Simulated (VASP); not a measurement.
Write the native input for VASP 6.6.1 that does the following.

```
Task                   : relaxation of cell and atoms
Functional             : LDA
Potentials or basis    : VASP PAW LDA potentials, release 64 (Y_sv, Se)
Cutoff                 : 600 eV
k mesh                 : 12 × 12 × 12
Occupations            : gaussian, width 0.1 eV
Spin                   : no spin polarisation
Dipole correction      : no
Further INCAR settings : ALGO = Normal; EDIFF = 1e-06; IBRION = 2; EDIFFG = -0.005; NSW = 70; ISIF = 3
```

The structure of YSe lies in POSCAR:

```
YSe
1.0
    0.0000000000      2.8848017077      2.8848017077
    2.8848017077      0.0000000000      2.8848017077
    2.8848017077      2.8848017077      0.0000000000
Y Se
1 1
Direct
    0.0000000000      0.0000000000      0.0000000000
    0.5000000000      0.5000000000      0.5000000000
```

These files were run (other wordings do the same):

INCAR

```
PREC = Accurate ; ENCUT = 600
EDIFF = 1E-6 ; ISMEAR = 0
SIGMA = 0.1 ; LREAL = False
LASPH = True ; NELM = 100
ALGO = Normal ; ISIF = 3
LWAVE = False ; LCHARG = False
IBRION = 2 ; NSW = 70
EDIFFG = -0.005
```

KPOINTS

```
Automatic mesh
0
Gamma
  12 12 12
```

Potentials or basis: VASP PAW LDA potentials, release 64 (Y_sv, Se).

Command:

```console
$ cat potpaw_LDA.64/Y_sv/POTCAR potpaw_LDA.64/Se/POTCAR > POTCAR
$ mpirun -np 1 vasp_std > vasp.out
```

Results of the run:

```
Relaxed volume                         : 22.49 Å³/atom
Relaxed cell                           : a = 3.992 Å, b = 3.992 Å, c = 3.992 Å, α = 60.00°, β = 60.00°, γ = 60.00°
Space group after relaxing (to 0.05 Å) : Fm-3m (No. 225)
Energy gained by relaxing              : 26.8 meV/atom
Ionic steps                            : 3
Pressure after relaxing                : 0.0 GPa
Band gap on the k mesh                 : none (metal or under the smearing width)
```

Wall time 91 s on 1 thread of Intel(R) Xeon(R) Platinum 8488C (Sapphire Rapids), on a shared host, peak memory 0.24 GiB.
